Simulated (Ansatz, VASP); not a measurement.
# Cross-check of CaO (Lime) between VASP and Ansatz, part 2 of 2

Aim: how closely do two programs agree when they are given the same cell, functional and k mesh? The cell is taken from a series of runs on this material, whose earlier steps may have relaxed, scaled, displaced or heated it; both programs get it as it stands.

VASP 6.6.1 and Ansatz 0.2.0.

So far: The starting structure; Ansatz: relaxation of cell and atoms, r2SCAN, pair 1.

### Step 3. VASP: relaxation of cell and atoms, r2SCAN, pair 1

Level of this step: r2SCAN; plane waves and PAW (Ca_sv, O) (VASP).

The same cell, functional and mesh now go to VASP, with its own data sets.

Lines of VASP's logs that name or quote its potential files are left out, and so is its time.

Contents of INCAR:

```
SYSTEM = CaO
PREC = Accurate
ENCUT = 660
EDIFF = 1E-07
NELM = 120
ISMEAR = 0
SIGMA = 0.01
LREAL = .FALSE.
ALGO = Normal
METAGGA = R2SCAN
LASPH = .TRUE.
NBANDS = 14
LORBIT = 11
LWAVE = .FALSE.
LCHARG = .FALSE.
ISIF = 3
IBRION = 2
NSW = 80
EDIFFG = -0.005
GGA_COMPAT = .FALSE.
NELMIN = 4
EFERMI = MIDGAP
LMIXTAU = .TRUE.
```

Contents of POSCAR:

```
CaO
1.0
    0.0000000000      2.3977190000      2.3977190000
    2.3977190000      0.0000000000      2.3977190000
    2.3977190000      2.3977190000      0.0000000000
Ca O
1 1
Direct
    0.0000000000      0.0000000000      0.0000000000
    0.5000000000      0.5000000000      0.5000000000
```

Contents of KPOINTS:

```
Automatic mesh
0
Gamma
9 9 9
0 0 0
```

The projector-augmented-wave data sets are Ca_sv and O (PBE family, release 64).

The run is started by

```bash
> mpirun -np 1 vasp_std
```

Numbers of over 12 decimals in the logs are rounded to 6 here.

Log:

```text
[banner, memory and clock lines left out]
running    1 mpi-ranks, on    1 nodes
 distrk:  each k-point on    1 cores,    1 groups
 distr:  one band on    1 cores,    1 groups

 POSCAR found type information on POSCAR CaO
 POSCAR found :  2 types and       2 ions
|                                                                             |
|               ----> ADVICE to this user running VASP <----                  |
|                                                                             |
|     You enforced a specific xc type in the INCAR file but a different       |
|     [... a line on the potential file left out ...]
|     I HOPE YOU KNOW WHAT YOU ARE DOING!                                     |
|                                                                             |

 LDA part: xc-table for (None), standard interpolation
 POSCAR, INCAR and KPOINTS ok, starting setup
 FFT: planning ... GRIDC
 FFT: planning ... GRID_SOFT
 FFT: planning ... GRID
 WAVECAR not read
 entering main loop
       N       E                     dE             d eps       ncg     rms          rms(c)
DAV:   1     0.138785437789E+03    0.13879E+03   -0.99123E+03   980   0.143E+03
DAV:   2    -0.183969581433E+02   -0.15718E+03   -0.14453E+03  1232   0.339E+02
DAV:   3    -0.250115892018E+02   -0.66146E+01   -0.65683E+01  1118   0.740E+01
DAV:   4    -0.252813643878E+02   -0.26978E+00   -0.26937E+00  1482   0.120E+01
DAV:   5    -0.252835076014E+02   -0.21432E-02   -0.21431E-02  1104   0.124E+00    0.768E+00
DAV:   6    -0.195011649125E+02    0.57823E+01   -0.44255E+00  1256   0.266E+01    0.276E+00
DAV:   7    -0.195711788282E+02   -0.70014E-01   -0.13272E+00  1252   0.108E+01    0.231E+00
DAV:   8    -0.202561275878E+02   -0.68495E+00   -0.12727E+00  1234   0.127E+01    0.202E+00
DAV:   9    -0.193749448602E+02    0.88118E+00   -0.65457E-01  1370   0.947E+00    0.274E-01
DAV:  10    -0.194577499988E+02   -0.82805E-01   -0.68360E-02  1034   0.312E+00    0.121E-01
DAV:  11    -0.194579909024E+02   -0.24090E-03   -0.16461E-03  1314   0.352E-01    0.110E-01
DAV:  12    -0.194587295940E+02   -0.73869E-03   -0.87492E-04   992   0.335E-01    0.128E-01
DAV:  13    -0.194556110968E+02    0.31185E-02   -0.18832E-03   980   0.538E-01    0.244E-01
DAV:  14    -0.194584764221E+02   -0.28653E-02   -0.28836E-03   980   0.604E-01    0.186E-01
[...]
DAV:  18    -0.194586013634E+02   -0.74577E-05   -0.92116E-06  1034   0.326E-02    0.194E-01
DAV:  19    -0.194585893687E+02    0.11995E-04   -0.20268E-04  1088   0.157E-01    0.706E-02
DAV:  20    -0.194586244101E+02   -0.35041E-04   -0.45364E-05  1050   0.749E-02    0.183E-02
DAV:  21    -0.194586315239E+02   -0.71138E-05   -0.48408E-06  1336   0.225E-02    0.579E-03
DAV:  22    -0.194586340814E+02   -0.25575E-05   -0.91846E-07  1082   0.989E-03    0.248E-03
DAV:  23    -0.194586365434E+02   -0.24620E-05   -0.24646E-06   980   0.182E-02    0.546E-04
DAV:  24    -0.194586370099E+02   -0.46650E-06   -0.10193E-07   766   0.450E-03    0.285E-04
DAV:  25    -0.194586369296E+02    0.80338E-07   -0.26422E-08   526   0.195E-03
   1 F= -.19458637E+02 E0= -.19458637E+02  d E =-.194586E+02
 curvature:   0.00 expect dE= 0.000E+00 dE for cont linesearch  0.000E+00
 trial: gam= 0.00000 g(F)=  0.307E-61 g(S)=  0.164E-02 ort = 0.000E+00 (trialstep = 0.100E+01)
 search vector abs. value=  0.164E-02
 bond charge predicted
       N       E                     dE             d eps       ncg     rms          rms(c)
DAV:   1    -0.194725125282E+02   -0.13876E-01   -0.33292E-01   992   0.637E+00    0.768E-01
DAV:   2    -0.194606815745E+02    0.11831E-01   -0.34224E-02  1244   0.174E+00    0.298E-01
DAV:   3    -0.194593392588E+02    0.13423E-02   -0.36076E-03  1664   0.753E-01    0.111E-01
DAV:   4    -0.194589575372E+02    0.38172E-03   -0.14578E-03  1594   0.408E-01    0.329E-02
DAV:   5    -0.194590115334E+02   -0.53996E-04   -0.64137E-05  1270   0.968E-02    0.249E-02
DAV:   6    -0.194590171928E+02   -0.56594E-05   -0.65821E-05  1512   0.820E-02    0.116E-02
DAV:   7    -0.194590609324E+02   -0.43740E-04   -0.88800E-05  1246   0.100E-01    0.535E-03
DAV:   8    -0.194590454011E+02    0.15531E-04   -0.14237E-05  1172   0.479E-02    0.212E-03
DAV:   9    -0.194590473535E+02   -0.19523E-05   -0.34357E-06   992   0.223E-02    0.873E-04
DAV:  10    -0.194590465021E+02    0.85135E-06   -0.47111E-07  1070   0.809E-03    0.429E-04
DAV:  11    -0.194590468444E+02   -0.34227E-06   -0.85636E-09   586   0.114E-03    0.394E-05
DAV:  12    -0.194590467232E+02    0.12115E-06   -0.21594E-09   490   0.585E-04    0.683E-05
DAV:  13    -0.194590467743E+02   -0.51077E-07   -0.10549E-09   490   0.351E-04
   2 F= -.19459047E+02 E0= -.19459047E+02  d E =-.409845E-03
 trial-energy change:   -0.000410  1 .order   -0.000430   -0.001636    0.000776
 step:   0.6671(harm=  0.6784)  dis= 0.00000  next Energy=   -19.459177 (dE=-0.540E-03)
 bond charge predicted
       N       E                     dE             d eps       ncg     rms          rms(c)
DAV:   1    -0.194606684029E+02   -0.16217E-02   -0.36787E-02   992   0.211E+00    0.256E-01
DAV:   2    -0.194593512062E+02    0.13172E-02   -0.37495E-03  1238   0.577E-01    0.985E-02
DAV:   3    -0.194591830275E+02    0.16818E-03   -0.39449E-04  1662   0.251E-01    0.368E-02
DAV:   4    -0.194591587948E+02    0.24233E-04   -0.15789E-04  1626   0.135E-01    0.107E-02
DAV:   5    -0.194591609430E+02   -0.21482E-05   -0.69795E-06  1234   0.319E-02    0.811E-03
DAV:   6    -0.194591749577E+02   -0.14015E-04   -0.68879E-06  1524   0.261E-02    0.379E-03
DAV:   7    -0.194591752050E+02   -0.24731E-06   -0.90434E-06  1240   0.321E-02    0.167E-03
DAV:   8    -0.194591776930E+02   -0.24881E-05   -0.15291E-06  1204   0.157E-02    0.705E-04
DAV:   9    -0.194591765467E+02    0.11464E-05   -0.38432E-07   980   0.749E-03    0.295E-04
DAV:  10    -0.194591771240E+02   -0.57734E-06   -0.47101E-08   718   0.262E-03    0.111E-04
DAV:  11    -0.194591770274E+02    0.96607E-07   -0.41488E-09   490   0.821E-04
   3 F= -.19459177E+02 E0= -.19459177E+02  d E =-.540098E-03
 curvature:  -0.34 expect dE=-0.552E-07 dE for cont linesearch -0.552E-07
 trial: gam=-0.00988 g(F)=  0.279E-64 g(S)=  0.163E-06 ort = 0.163E-04 (trialstep = 0.933E+00)
 search vector abs. value=  0.116E-09
 reached required accuracy - stopping structural energy minimisation
```

From OUTCAR (step 3):

```text
ion  position               nearest neighbor table
   1  0.000  0.000  0.000-   2 2.40   2 2.40   2 2.40   2 2.40   2 2.40   2 2.40
   2  0.500  0.500  0.500-   1 2.40   1 2.40   1 2.40   1 2.40   1 2.40   1 2.40

  LATTYP: Found a face centered cubic cell.
 ALAT       =     4.7954380000

 Subroutine GETGRP returns: Found 48 space group operations
 (whereof 48 operations were pure point group operations)

The static configuration has the point symmetry O_h .

 Found     35 irreducible k-points:

   k-points           NKPTS =     35   k-points in BZ     NKDIM =     35   number of bands    NBANDS=     14

   dimension x,y,z NGX =    28 NGY =   28 NGZ =   28
   dimension x,y,z NGXF=    56 NGYF=   56 NGZF=   56

   ENCUT  =  660.0 eV  48.51 Ry    6.96 a.u.   7.10  7.10  7.10*2*pi/ulx,y,z

   NELECT =      16.0000    total number of electrons

 k-points in reciprocal lattice and weights: Automatic mesh
   0.00000000  0.00000000  0.00000000       0.001
   0.11111111  0.00000000  0.00000000       0.011
   0.22222222  0.00000000  0.00000000       0.011
   0.33333333  0.00000000  0.00000000       0.011
   0.44444444  0.00000000  0.00000000       0.011
   0.11111111  0.11111111  0.00000000       0.008
   0.22222222  0.11111111  0.00000000       0.033
   0.33333333  0.11111111  0.00000000       0.033
   0.44444444  0.11111111  0.00000000       0.033
[...]
-0.33333333  0.44444444  0.11111111       0.033
  -0.33333333  0.44444444  0.22222222       0.033

 average (electrostatic) potential at core
       1 -47.8785       2 -73.8345

 E-fermi :   4.1347

 k-point     1 :       0.0000    0.0000    0.0000
  band No.  band energies     occupation
    ...
      4     -16.9384      2.00000
      5     -14.4620      2.00000
      6       2.0103      2.00000
      7       2.0103      2.00000
      8       2.0103      2.00000
      9       7.4355      0.00000
     10       8.8642      0.00000
     11       8.8642      0.00000
     12       8.8642      0.00000
     13      10.4586      0.00000
    ...

 k-point     2 :       0.1111    0.0000    0.0000
  band No.  band energies     occupation
    ...
      4     -16.9444      2.00000
      5     -14.2601      2.00000
      6       1.5931      2.00000
      7       1.8439      2.00000
      8       1.8439      2.00000
      9       7.9859      0.00000
     10       8.8225      0.00000
     11       9.0795      0.00000
     12       9.0795      0.00000
     13      10.7565      0.00000
    ...

 k-point     3 :       0.2222    0.0000    0.0000
  band No.  band energies     occupation
    ...
      4     -16.9595      2.00000
      5     -13.8385      2.00000
      6       0.7302      2.00000
      7       1.4602      2.00000
      8       1.4602      2.00000
      9       8.8259      0.00000
     10       9.2646      0.00000
     11       9.6627      0.00000
     12       9.6627      0.00000
     13      11.5081      0.00000
    ...

  Total        0.0015005      0.0015005      0.0015005      0.0000000      0.0000000     -0.0000000
  in kB        0.0865723      0.0865723      0.0865723      0.0000000      0.0000000     -0.0000000
  external PRESSURE =       0.0865723 kB  Pullay stress =       0.0000000 kB

  energy-cutoff  :      660.00
  volume of cell :       27.77
      direct lattice vectors                 reciprocal lattice vectors
     0.000000000  2.403520795  2.403520795    -0.208028157  0.208028157  0.208028157
     2.403520795 -0.000000000  2.403520795     0.208028157 -0.208028157  0.208028157
     2.403520795  2.403520795  0.000000000     0.208028157  0.208028157 -0.208028157

 POSITION                                       TOTAL-FORCE (eV/Angst)
 -----------------------------------------------------------------------------------
      0.00000      0.00000      0.00000         0.000000      0.000000     -0.000000
      2.40352      2.40352      2.40352         0.000000      0.000000      0.000000
 -----------------------------------------------------------------------------------
    total drift:                                0.000000      0.000000      0.000000

  FREE ENERGIE OF THE ION-ELECTRON SYSTEM (eV)
  ---------------------------------------------------
  free  energy   TOTEN  =       -19.4591770274 eV

  energy  without entropy=      -19.4591770274  energy(sigma->0) =      -19.45917703

 reached required accuracy - stopping structural energy minimisation

 total charge
# of ion       s       p       d       tot
------------------------------------------
    1        2.037   5.883   0.279   8.199
    2        1.549   3.483   0.000   5.032
--------------------------------------------------
tot          3.586   9.366   0.279  13.231

[... 3 further parts left out ...]
```

CONTCAR:

```
CaO
   1.00000000000000
     0.0000000000000000    2.4035207945052663    2.4035207945052663
     2.4035207945052663   -0.0000000000000000    2.4035207945052663
     2.4035207945052663    2.4035207945052663    0.0000000000000000
  Ca              O
     1     1
Direct
     0.0000000000000000    0.0000000000000000    0.0000000000000000
     0.5000000000000000    0.5000000000000000    0.5000000000000000
```

The gap is read on the k-mesh alone, so it is an upper bound where the band edges lie off the mesh. The PAW data sets were made with PBE, which is usual practice but a small mismatch for other functionals. The run keeps the 48 symmetry operations of its start, so it cannot find a distortion of lower symmetry.

### Step 4. Side by side

Known differences besides the potentials themselves: VASP keeps PBE cores, Ansatz makes them for the functional; fixed occupations in Ansatz, narrow Gaussian smearing in VASP; the cutoff is 500 eV in Ansatz and 660 eV in VASP; Ansatz adds a Pulay correction to the stress that steers its cell, VASP none; in our runs with r2SCAN, forces from VASP's data set Ca_sv part from Ansatz's all-electron ones, so neither program is the reference here. Total energies have different zeros and are not compared.

Both answers:

| quantity | Ansatz | VASP | difference |
| --- | --- | --- | --- |
| volume (Å³) | 27.57 | 27.77 | -0.72 % |
| edge a after relaxation, in the typed setting (Å) | 3.391 | 3.399 | -0.24 % |

### Step 5. VASP: relaxation of cell and atoms, r2SCAN, pair 2

The relaxed volume is the usual yardstick between codes: in a stiff, nearly cubic crystal its relative difference is about their pressure difference at one cell divided by the bulk modulus.

Changes to INCAR since step 3:

```diff
@@ -6,3 +6,3 @@
 ISMEAR = 0
-SIGMA = 0.01
+SIGMA = 0.02
 LREAL = .FALSE.
```

Contents of POSCAR:

```
CaO
1.0
    0.0000000000      2.4065000000      2.4065000000
    2.4065000000      0.0000000000      2.4065000000
    2.4065000000      2.4065000000      0.0000000000
Ca O
1 1
Direct
    0.0000000000      0.0000000000      0.0000000000
    0.5000000000      0.5000000000      0.5000000000
```

Contents of KPOINTS:

```
Automatic mesh
0
Gamma
8 8 8
0 0 0
```

The run is started by

```bash
> mpirun -np 1 vasp_std
```

Log:

```text
[banner, memory and clock lines left out]
running    1 mpi-ranks, on    1 nodes
[...]
[... a notice as in an earlier step ...]

 LDA part: xc-table for (None), standard interpolation
 POSCAR, INCAR and KPOINTS ok, starting setup
[...]
entering main loop
       N       E                     dE             d eps       ncg     rms          rms(c)
DAV:   1     0.140117952770E+03    0.14012E+03   -0.96959E+03   812   0.142E+03
DAV:   2    -0.180247721427E+02   -0.15814E+03   -0.14681E+03  1004   0.349E+02
DAV:   3    -0.250068589026E+02   -0.69821E+01   -0.69275E+01   944   0.757E+01
DAV:   4    -0.252771323522E+02   -0.27027E+00   -0.26975E+00  1262   0.123E+01
[...]
DAV:  20    -0.194595780354E+02   -0.13411E-04   -0.81049E-06   972   0.298E-02    0.263E-03
DAV:  21    -0.194595792649E+02   -0.12294E-05   -0.38659E-07  1084   0.526E-03    0.264E-03
DAV:  22    -0.194595792267E+02    0.38231E-07   -0.16922E-07   792   0.469E-03
   1 F= -.19459579E+02 E0= -.19459579E+02  d E =-.194596E+02
[...]
DAV:  11    -0.194596790754E+02    0.15138E-06   -0.95119E-09   430   0.125E-03    0.485E-05
DAV:  12    -0.194596791214E+02   -0.46030E-07   -0.13967E-09   424   0.471E-04
   2 F= -.19459679E+02 E0= -.19459679E+02  d E =-.998947E-04
 trial-energy change:   -0.000100  1 .order   -0.000103   -0.000433    0.000228
 step:   0.6497(harm=  0.6555)  dis= 0.00000  next Energy=   -19.459719 (dE=-0.140E-03)
[...]
N       E                     dE             d eps       ncg     rms          rms(c)
DAV:   1    -0.194601607321E+02   -0.48166E-03   -0.10874E-02   836   0.115E+00    0.139E-01
DAV:   2    -0.194597738741E+02    0.38686E-03   -0.11097E-03   980   0.313E-01    0.537E-02
DAV:   3    -0.194597351517E+02    0.38722E-04   -0.11750E-04  1356   0.137E-01    0.200E-02
DAV:   4    -0.194597169261E+02    0.18226E-04   -0.46878E-05  1318   0.734E-02    0.588E-03
[...]
DAV:   9    -0.194597173263E+02   -0.52020E-06   -0.10230E-07   592   0.399E-03    0.136E-04
DAV:  10    -0.194597170613E+02    0.26500E-06   -0.14348E-08   412   0.127E-03    0.624E-05
DAV:  11    -0.194597171063E+02   -0.45012E-07   -0.12057E-09   406   0.379E-04
   3 F= -.19459717E+02 E0= -.19459717E+02  d E =-.137880E-03
[...]
reached required accuracy - stopping structural energy minimisation
```

From OUTCAR (step 5):

```text
  Total        0.0004832      0.0004832      0.0004832     -0.0000000     -0.0000000     -0.0000000
  in kB        0.0278776      0.0278776      0.0278776     -0.0000000     -0.0000000     -0.0000000
  external PRESSURE =       0.0278776 kB  Pullay stress =       0.0000000 kB

 POSITION                                       TOTAL-FORCE (eV/Angst)
 -----------------------------------------------------------------------------------
      0.00000     -0.00000      0.00000         0.000000      0.000000      0.000000
      2.40358      2.40358      2.40358        -0.000000     -0.000000     -0.000000
 -----------------------------------------------------------------------------------
    total drift:                                0.000000      0.000000      0.000000

  FREE ENERGIE OF THE ION-ELECTRON SYSTEM (eV)
  ---------------------------------------------------
  free  energy   TOTEN  =       -19.4597171063 eV

  energy  without entropy=      -19.4597171063  energy(sigma->0) =      -19.45971711

[... 1 part as in an earlier step ...]

[... 3 further parts left out ...]
[key lines of the parts left out:]
E-fermi :   4.1052
```

### Step 6. Ansatz: relaxation of cell and atoms, r2SCAN, pair 2

The same cell, functional, mesh and smearing now go to Ansatz, which takes its cutoff from its data sets.

The cell is taken from a series of runs on this material, whose earlier steps may have relaxed, scaled, displaced or heated it; both programs get it as it stands.

Contents of input.yaml:

```yaml
crystal:
  lattice:
    - [0.0, 2.4065, 2.4065]
    - [2.4065, 0.0, 2.4065]
    - [2.4065, 2.4065, 0.0]
  atoms:
    - { symbol: Ca, position: [0.0, 0.0, 0.0] }
    - { symbol: O, position: [0.5, 0.5, 0.5] }
kpoints:
  mp_grid: { grid: [8, 8, 8] }
hamiltonian:
  xc: r2scan
  pseudopotentials: { kind: paw, azcp: { folder: soft_1 } }
scf:
  occupations: { method: gaussian, width: 0.02 }
  lower_state_search: "off"
output:
  forces: true
  stress: true
  eigenvalues: true
relax:
  adjacent_minimum: "off"
  f_tol: 0.005
  max_steps: 80
  cell: { stress_tol: 0.05 }
```

The run is started by

```bash
> ansatz run input.yaml --threads 18 --pin off --max-ram 92160MiB --backend cuda --events-out ev --progress --plain --runs-dir out --max-vram 78GiB
```

Log:

```text
[...]
Crystal: 2 atoms, lattice volume = 27.873 Å³
Basis set: ecut = 500 eV, 725 PW (Γ), exchange–correlation on 100×100×100 points (64 copies of the dense FFT grid, shifted against one another)
Bands: 12, of which v1, the nominal top of the filled ones, is band 8 counted from 1 (7 counted from 0)
Symmetry: 48 space group operations
[...]
k-point 28: bands = [... 4 lower, -8.3769, 6.1490, 6.3891, 6.3891, 14.3850, 14.3850, 16.6013, 17.7020]
--- Relaxed structure (3 steps of the walk, 3 accepted, 1 SCFs on fresh bases) ---
[...]
cell:  # Å, volume = 27.5692 Å³
    - [0, 2.397719, 2.397719]
    - [2.397719, 0, 2.397719]
    - [2.397719, 2.397719, 0]
  atoms:
    - { symbol: Ca, position: [0, 0, 0] }
    - { symbol: O, position: [0.5, 0.5, 0.5] }
[key lines of the parts left out:]
SCF converged after 5 iterations
Free energy (F): -2394.093844 eV
Fermi energy:    9.534999 eV
P = ⅓ Tr σ = -0.0030 GPa (-0.030 kbar)
```

### Step 7. Comparison

Compared:

```csv
quantity,Ansatz,VASP,difference
volume (Å³),27.57,27.77,-0.73 %
"edge a after relaxation, in the typed setting (Å)",3.391,3.399,-0.24 %
```

### Step 8. Outcome

```yaml
difference_in_volume_relaxation_of_cell_and_atoms_r2scan_pair_1: -0.72 %
difference_in_volume_relaxation_of_cell_and_atoms_r2scan_pair_2: -0.73 %
```

**Reading.** The difference in volume is -0.73 % (relaxation of cell and atoms, r2SCAN, pair 2), within the 1.2 % picked in this series as the mark of a large difference, as far as the stopping tolerances let one tell. How closely two codes agree says nothing of how well the functional describes the real material.

[Lines on the potential files, build, host, timing and source positions are cut from VASP's logs without a mark.]

[Logs are printed without paths, hosts, clocks, repeated set-up lines and the standing remarks that a program may print on its own settings, such as how far it seeks lower states.]

[Hosts, paths, dates, database ids (printed as entryN), source tags and the programs' standing remarks are cut or masked in the printed files.]
